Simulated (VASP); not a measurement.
Calculation: PBEsol GGA, VASP's PBE PAW potentials (set 64) (plane waves; VASP).

VASP ran on this input.

### KPOINTS
```
Automatic mesh
0
Gamma
5 4 1
0 0 0
```

### POSCAR
```
AgCl(110) slab
1.0
  3.8499876148   0.0000000000   0.0000000000
  0.0000000000   5.4447041942   0.0000000000
  0.0000000000   0.0000000000  26.2653786044
Ag Cl
6 6
Cart
  0.0000000000   0.0000000000   8.3202153074
  1.9249938074   2.7223520971  10.2452049053
  0.0000000000   0.0000000000  12.1701945032
  1.9249938074   2.7223520971  14.0951841012
  0.0000000000   0.0000000000  16.0201736991
  1.9249938074   2.7223520971  17.9451632970
  1.9249938074   0.0000000000  10.2452049053
  0.0000000000   2.7223520971   8.3202153074
  1.9249938074   0.0000000000  14.0951841012
  0.0000000000   2.7223520971  12.1701945032
  1.9249938074   0.0000000000  17.9451632970
  0.0000000000   2.7223520971  16.0201736991
```

INCAR:
```
! general
SYSTEM =AgCl(110) slab
PREC   =Normal
ENCUT  =400
LREAL  =.FALSE.
LASPH  =.TRUE.

! electronic loop
EDIFF  =1E-5
NELM   =100
NELMIN =4
ALGO   =Normal
LMAXMIX=4

! smearing
ISMEAR =0
SIGMA  =0.05

! functional
GGA    =PS

! ions
IBRION =2
NSW    =50
ISIF   =2
EDIFFG =-0.03

! output
LWAVE  =.TRUE.
LCHARG =.FALSE.

! other
LDIPOL =.TRUE.
IDIPOL =3
DIPOL  =0.5 0.5 0.5
```

POTCAR, in this order: Ag Cl (PBE.64 set). Program: vasp_std.

Output of the run:

**OSZICAR**
```
...
DAV:   3    -0.353570954657E+02    0.15550E-03   -0.88166E-04  1320   0.161E-01    0.110E-01
DAV:   4    -0.353570011710E+02    0.94295E-04   -0.32193E-04  1312   0.920E-02    0.612E-02
DAV:   5    -0.353570039429E+02   -0.27719E-05   -0.77999E-05  1240   0.359E-02
   6 F= -.35357004E+02 E0= -.35357004E+02  d E =-.653781E-02
       N       E                     dE             d eps       ncg     rms          rms(c)
DAV:   1    -0.353265494098E+02    0.30452E-01   -0.35136E+01  1160   0.201E+01    0.110E+00
DAV:   2    -0.353710210422E+02   -0.44472E-01   -0.49528E-01  1296   0.297E+00    0.428E-01
DAV:   3    -0.353695062584E+02    0.15148E-02   -0.81465E-03  1304   0.495E-01    0.333E-01
DAV:   4    -0.353687778731E+02    0.72839E-03   -0.23115E-03  1312   0.225E-01    0.204E-01
DAV:   5    -0.353686835916E+02    0.94281E-04   -0.51295E-04  1320   0.123E-01    0.669E-02
DAV:   6    -0.353686593475E+02    0.24244E-04   -0.15895E-04  1320   0.883E-02    0.123E-02
DAV:   7    -0.353686717720E+02   -0.12424E-04   -0.67230E-05  1272   0.324E-02    0.207E-02
DAV:   8    -0.353686747073E+02   -0.29353E-05   -0.16077E-06   816   0.779E-03
   7 F= -.35368675E+02 E0= -.35368675E+02  d E =-.182086E-01
       N       E                     dE             d eps       ncg     rms          rms(c)
DAV:   1    -0.353612708568E+02    0.74009E-02   -0.72896E+00  1160   0.914E+00    0.499E-01
DAV:   2    -0.353704940390E+02   -0.92232E-02   -0.10248E-01  1312   0.135E+00    0.197E-01
DAV:   3    -0.353701829350E+02    0.31110E-03   -0.15906E-03  1328   0.217E-01    0.153E-01
DAV:   4    -0.353700060649E+02    0.17687E-03   -0.67165E-04  1296   0.128E-01    0.806E-02
DAV:   5    -0.353700203267E+02   -0.14262E-04   -0.16030E-04  1288   0.492E-02    0.243E-02
DAV:   6    -0.353700197500E+02    0.57674E-06   -0.16144E-05   936   0.329E-02
   8 F= -.35370020E+02 E0= -.35370020E+02  d E =-.195536E-01
       N       E                     dE             d eps       ncg     rms          rms(c)
DAV:   1    -0.353657524588E+02    0.42679E-02   -0.78819E+00  1152   0.960E+00    0.541E-01
DAV:   2    -0.353772057626E+02   -0.11453E-01   -0.12772E-01  1288   0.151E+00    0.247E-01
DAV:   3    -0.353768705376E+02    0.33522E-03   -0.18954E-03  1304   0.217E-01    0.188E-01
DAV:   4    -0.353766486320E+02    0.22191E-03   -0.57256E-04  1288   0.831E-02    0.114E-01
DAV:   5    -0.353766371318E+02    0.11500E-04   -0.10723E-04  1280   0.347E-02    0.529E-02
DAV:   6    -0.353766242532E+02    0.12879E-04   -0.11232E-04  1280   0.410E-02    0.148E-02
DAV:   7    -0.353766289927E+02   -0.47395E-05   -0.14925E-05   856   0.150E-02
   9 F= -.35376629E+02 E0= -.35376629E+02  d E =-.660924E-02
       N       E                     dE             d eps       ncg     rms          rms(c)
DAV:   1    -0.352890899008E+02    0.87534E-01   -0.71281E+01  1152   0.290E+01    0.163E+00
DAV:   2    -0.353951026212E+02   -0.10601E+00   -0.11818E+00  1296   0.460E+00    0.779E-01
DAV:   3    -0.353917891376E+02    0.33135E-02   -0.18242E-02  1304   0.701E-01    0.587E-01
DAV:   4    -0.353900855532E+02    0.17036E-02   -0.38074E-03  1296   0.215E-01    0.394E-01
DAV:   5    -0.353896141457E+02    0.47141E-03   -0.10592E-03  1296   0.114E-01    0.220E-01
DAV:   6    -0.353894370785E+02    0.17707E-03   -0.12022E-03  1288   0.141E-01    0.383E-02
DAV:   7    -0.353894893128E+02   -0.52234E-04   -0.23713E-04  1272   0.583E-02    0.344E-02
DAV:   8    -0.353895136062E+02   -0.24293E-04   -0.73135E-06   872   0.128E-02    0.305E-02
DAV:   9    -0.353895467979E+02   -0.33192E-04   -0.69827E-06   840   0.917E-03    0.182E-02
DAV:  10    -0.353895945223E+02   -0.47724E-04   -0.12213E-05   864   0.113E-02    0.289E-03
DAV:  11    -0.353896215761E+02   -0.27054E-04   -0.33756E-06   864   0.623E-03    0.613E-03
DAV:  12    -0.353896426030E+02   -0.21027E-04   -0.25323E-06   840   0.447E-03    0.753E-03
DAV:  13    -0.353896496844E+02   -0.70813E-05   -0.73380E-07   896   0.282E-03
  10 F= -.35389650E+02 E0= -.35389650E+02  d E =-.196299E-01
       N       E                     dE             d eps       ncg     rms          rms(c)
DAV:   1    -0.349601135558E+02    0.42953E+00   -0.28948E+02  1152   0.591E+01    0.342E+00
DAV:   2    -0.354104852856E+02   -0.45037E+00   -0.50658E+00  1296   0.949E+00    0.173E+00
DAV:   3    -0.353939362031E+02    0.16549E-01   -0.86672E-02  1296   0.167E+00    0.125E+00
DAV:   4    -0.353880237620E+02    0.59124E-02   -0.15768E-02  1296   0.445E-01    0.891E-01
DAV:   5    -0.353852242710E+02    0.27995E-02   -0.37313E-03  1328   0.230E-01    0.611E-01
DAV:   6    -0.353836549949E+02    0.15693E-02   -0.71905E-03  1288   0.334E-01    0.159E-01
DAV:   7    -0.353839048344E+02   -0.24984E-03   -0.13915E-03  1288   0.137E-01    0.640E-02
DAV:   8    -0.353839534521E+02   -0.48618E-04   -0.15739E-04  1320   0.554E-02    0.706E-02
DAV:   9    -0.353840208815E+02   -0.67429E-04   -0.22387E-05   904   0.219E-02    0.552E-02
DAV:  10    -0.353841173394E+02   -0.96458E-04   -0.47547E-05  1144   0.227E-02    0.229E-02
DAV:  11    -0.353841363432E+02   -0.19004E-04   -0.46603E-06   896   0.860E-03    0.139E-02
DAV:  12    -0.353842180023E+02   -0.81659E-04   -0.14797E-05   920   0.109E-02    0.665E-03
DAV:  13    -0.353842436476E+02   -0.25645E-04   -0.37625E-06   880   0.596E-03    0.747E-03
DAV:  14    -0.353842642013E+02   -0.20554E-04   -0.18461E-06   832   0.375E-03    0.904E-03
DAV:  15    -0.353842790903E+02   -0.14889E-04   -0.18491E-06   880   0.395E-03    0.620E-03
DAV:  16    -0.353842849960E+02   -0.59056E-05   -0.89336E-07   832   0.267E-03
  11 F= -.35384285E+02 E0= -.35384285E+02  d E =-.142652E-01
       N       E                     dE             d eps       ncg     rms          rms(c)
DAV:   1    -0.352502064336E+02    0.13407E+00   -0.10390E+02  1152   0.351E+01    0.218E+00
DAV:   2    -0.353999630746E+02   -0.14976E+00   -0.16724E+00  1304   0.552E+00    0.963E-01
DAV:   3    -0.353956296891E+02    0.43334E-02   -0.25885E-02  1312   0.817E-01    0.725E-01
DAV:   4    -0.353931506587E+02    0.24790E-02   -0.52853E-03  1320   0.252E-01    0.488E-01
DAV:   5    -0.353925692422E+02    0.58142E-03   -0.17868E-03  1312   0.144E-01    0.249E-01
DAV:   6    -0.353923842696E+02    0.18497E-03   -0.87663E-04  1296   0.121E-01    0.456E-02
DAV:   7    -0.353923927688E+02   -0.84992E-05   -0.17376E-04  1304   0.484E-02    0.415E-02
DAV:   8    -0.353923937837E+02   -0.10149E-05   -0.38516E-06   784   0.996E-03
  12 F= -.35392394E+02 E0= -.35392394E+02  d E =-.223740E-01
       N       E                     dE             d eps       ncg     rms          rms(c)
DAV:   1    -0.353684164466E+02    0.23976E-01   -0.32368E+01  1152   0.191E+01    0.767E-01
DAV:   2    -0.353992791774E+02   -0.30863E-01   -0.33790E-01  1264   0.261E+00    0.378E-01
DAV:   3    -0.353986541587E+02    0.62502E-03   -0.54143E-03  1296   0.373E-01    0.289E-01
DAV:   4    -0.353981912389E+02    0.46292E-03   -0.17013E-03  1296   0.150E-01    0.160E-01
DAV:   5    -0.353982185642E+02   -0.27325E-04   -0.58299E-04  1280   0.852E-02    0.300E-02
DAV:   6    -0.353982220445E+02   -0.34803E-05   -0.29429E-05   984   0.216E-02
  13 F= -.35398222E+02 E0= -.35398222E+02  d E =-.582826E-02
       N       E                     dE             d eps       ncg     rms          rms(c)
DAV:   1    -0.353902756470E+02    0.79429E-02   -0.96964E+00  1152   0.105E+01    0.439E-01
DAV:   2    -0.353994848664E+02   -0.92092E-02   -0.10161E-01  1240   0.143E+00    0.196E-01
DAV:   3    -0.353993104457E+02    0.17442E-03   -0.16061E-03  1288   0.202E-01    0.151E-01
DAV:   4    -0.353991823891E+02    0.12806E-03   -0.62598E-04  1288   0.904E-02    0.736E-02
DAV:   5    -0.353992008874E+02   -0.18498E-04   -0.14348E-04  1288   0.410E-02    0.183E-02
DAV:   6    -0.353992010098E+02   -0.12243E-06   -0.26204E-06   712   0.854E-03
  14 F= -.35399201E+02 E0= -.35399201E+02  d E =-.680723E-02
```

**OUTCAR**
```
------------------------ aborting loop because EDIFF is reached ----------------------------------------
  FORCE on cell =-STRESS in cart. coord.  units (eV):
  Direction    XX          YY          ZZ          XY          YZ          ZX
  --------------------------------------------------------------------------------------
  Total        0.6714317     -5.0852739     -0.3863780      0.0000000      0.0000000      0.0000000
  in kB        1.9538676    -14.7981575     -1.1243607      0.0000000      0.0000000      0.0000000
  external PRESSURE =      -4.6562168 kB  Pullay stress =       0.0000000 kB
  volume of cell :      550.58
      direct lattice vectors                 reciprocal lattice vectors
     3.849987615  0.000000000  0.000000000     0.259741095  0.000000000  0.000000000
     0.000000000  5.444704194  0.000000000     0.000000000  0.183664707  0.000000000
     0.000000000  0.000000000 26.265378604     0.000000000  0.000000000  0.038072933
 POSITION                                       TOTAL-FORCE (eV/Angst)
 -----------------------------------------------------------------------------------
      0.00000      0.00000      8.59343         0.000000      0.000000     -0.000355
      1.92499      2.72235     10.04108         0.000000      0.000000      0.003144
      0.00000      0.00000     12.32611         0.000000      0.000000      0.008411
      1.92499      2.72235     13.93927         0.000000      0.000000     -0.008411
      0.00000      0.00000     16.22430         0.000000      0.000000     -0.003144
      1.92499      2.72235     17.67194         0.000000      0.000000      0.000355
      1.92499      0.00000     10.35422         0.000000      0.000000     -0.020098
      0.00000      2.72235      8.23648         0.000000      0.000000      0.009692
      1.92499      0.00000     14.18578         0.000000      0.000000      0.017952
      0.00000      2.72235     12.07959         0.000000      0.000000     -0.017952
      1.92499      0.00000     18.02890         0.000000      0.000000     -0.009692
      0.00000      2.72235     15.91116         0.000000      0.000000      0.020098
 -----------------------------------------------------------------------------------
    total drift:                                0.000000      0.000000      0.000000
  FREE ENERGIE OF THE ION-ELECTRON SYSTEM (eV)
  ---------------------------------------------------
  free  energy   TOTEN  =       -35.3992010098 eV

  energy  without entropy=      -35.3992010098  energy(sigma->0) =      -35.39920101

 reached required accuracy - stopping structural energy minimisation
```
(Selected blocks of OUTCAR.)

CONTCAR:
```
AgCl(110) slab
   1.00000000000000
     3.8499876147999998    0.0000000000000000    0.0000000000000000
     0.0000000000000000    5.4447041941999998    0.0000000000000000
     0.0000000000000000    0.0000000000000000   26.2653786043999986
  Ag              Cl
     6     6
Direct
     0.0000000000000000    0.0000000000000000    0.3271772543039736
     0.5000000000000000    0.5000000000000000    0.3822933069333998
     0.0000000000000000    0.0000000000000000    0.4692911838622552
     0.5000000000000000    0.5000000000000000    0.5307088161377446
     0.0000000000000000    0.0000000000000000    0.6177066930666003
     0.5000000000000000    0.5000000000000000    0.6728227456960266
     0.5000000000000000    0.0000000000000000    0.3942154568238586
     0.0000000000000000    0.5000000000000000    0.3135869761382976
     0.5000000000000000    0.0000000000000000    0.5400944074619802
     0.0000000000000000    0.5000000000000000    0.4599055925380199
     0.5000000000000000    0.0000000000000000    0.6864130238617026
     0.0000000000000000    0.5000000000000000    0.6057845431761416
```

The cell is a thin slab with vacuum, built from AgCl (rock salt): (110) face.
